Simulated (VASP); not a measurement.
Here is a VASP 6.6.1 calculation.

The input POSCAR:

```
AlH2SeF
1.0
   12.0000000000      0.0000000000      0.0000000000
    0.0000000000     13.0000000000      0.0000000000
    0.0000000000      0.0000000000     13.0000000000
F Al Se H
1 1 1 2
Direct
    0.4051041700      0.4549846200      0.6203846200
    0.4737625000      0.4686230800      0.5115769200
    0.5537958300      0.6272461500      0.4844461500
    0.4810291700      0.3759846200      0.4343692300
    0.5970625000      0.5915000000      0.3848461500
```

File INCAR.step1:

```
PREC = Accurate ; ENCUT = 900
EDIFF = 1E-5 ; ISMEAR = 0
SIGMA = 0.01 ; LREAL = False
LASPH = True ; NELM = 80
ALGO = Normal ; ISIF = 2
LWAVE = True ; LCHARG = False
GGA = PE
```

File INCAR.step2:

```
PREC = Accurate ; ENCUT = 900
EDIFF = 1E-6 ; ISMEAR = 0
SIGMA = 0.01 ; LREAL = False
LASPH = True ; NELM = 80
ALGO = Normal ; ISIF = 2
LWAVE = False ; LCHARG = False
GGA = PE ; LHFCALC = True
AEXX = 0.25 ; PRECFOCK = Normal
HFRCUT = -1 ; IVDW = 13
ISTART = 1
```

KPOINTS

```
Automatic mesh
0
Gamma
  1 1 1
```

Potentials or basis: VASP PAW PBE potentials, release 64 (F_h, Al, Se, H_h).

Command:

```console
$ cat potpaw_PBE.64/F_h/POTCAR potpaw_PBE.64/Al/POTCAR potpaw_PBE.64/Se/POTCAR potpaw_PBE.64/H_h/POTCAR > POTCAR
$ cp INCAR.step1 INCAR
$ mpirun -np 1 vasp_gam > vasp.out
$ cp INCAR.step2 INCAR
$ mpirun -np 1 vasp_gam > vasp.out
```

Question: Predict the largest force.

Answer: 0.088 eV/Å.

Question: What does it give for the gap between the frontier levels?

Answer: 6.51 eV.

Forces on the atoms (eV/Å):
```
F    0.015  0.013 -0.020
Al   0.037  0.025 -0.050
Se  -0.019 -0.083 -0.024
H   -0.004  0.042  0.038
H   -0.029  0.003  0.056
```

Caveat: the PAW data sets were made with another functional, which shifts forces and pressure a little.
